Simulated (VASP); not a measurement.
An input for Quantum ESPRESSO's pw.x (written as the equivalent of a VASP run, and not itself run):

```
&CONTROL
  calculation = 'scf'
  pseudo_dir = './pseudo'
  outdir = './out'
  tprnfor = .true.
  tstress = .true.
/
&SYSTEM
  ibrav = 0
  nat = 2
  ntyp = 2
  ecutwfc = 86
  occupations = 'tetrahedra'
  input_dft = 'vdw-df2'
/
&ELECTRONS
  conv_thr = 7.3e-09
  electron_maxstep = 100
/
ATOMIC_SPECIES
  Pb 207.200 Pb.upf
  Se 78.971 Se.upf
CELL_PARAMETERS angstrom
     0.0000000    3.2033819    3.2033819
     3.2033819    0.0000000    3.2033819
     3.2033819    3.2033819    0.0000000
ATOMIC_POSITIONS crystal
  Pb   0.0000000  0.0000000  0.0000000
  Se   0.5000000  0.5000000  0.5000000
K_POINTS automatic
  8 8 8 0 0 0
```

Task: Translate this input to VASP (INCAR, KPOINTS, POSCAR, choice of POTCAR).

Result: This is not unique; one that fits is 
### INCAR
```
SYSTEM  =  PbSe
PREC  =  Accurate; ENCUT  =  520; LREAL  =  .FALSE.
LASPH  =  .TRUE.
EDIFF  =  1E-7; NELM  =  100; ALGO  =  Normal
LMAXMIX  =  4
ISMEAR  =  -5
GGA  =  ML; LUSE_VDW  =  .TRUE.; AGGAC  =  0.0
ZAB_VDW  =  -1.8867
ISIF  =  2
LWAVE  =  .FALSE.; LCHARG  =  .TRUE.; LORBIT  =  11
NEDOS  =  601
```

### POSCAR
```
PbSe
1
    0.0000000000     3.2033818511     3.2033818511
    3.2033818511     0.0000000000     3.2033818511
    3.2033818511     3.2033818511     0.0000000000
Pb Se
1 1
Direct
  0.0000000000   0.0000000000   0.0000000000
  0.5000000000   0.5000000000   0.5000000000
```

KPOINTS:
```
Automatic mesh
0
Gamma
8 8 8
0 0 0
```

POTCAR, in this order: Pb_d Se (PBE.64 set). Program: vasp_std.

The two are equivalent in intent, not identical: the potentials are each code's own (VASP's PAW set, PseudoDojo norm-conserving files in pw.x), so ENCUT and ecutwfc are chosen apart and not converted; conv_thr bounds pw.x's estimated SCF error, while EDIFF bounds the energy change between steps.

The compound is PbSe in the rock salt structure. It was relaxed first, which changed the volume by +15 %.
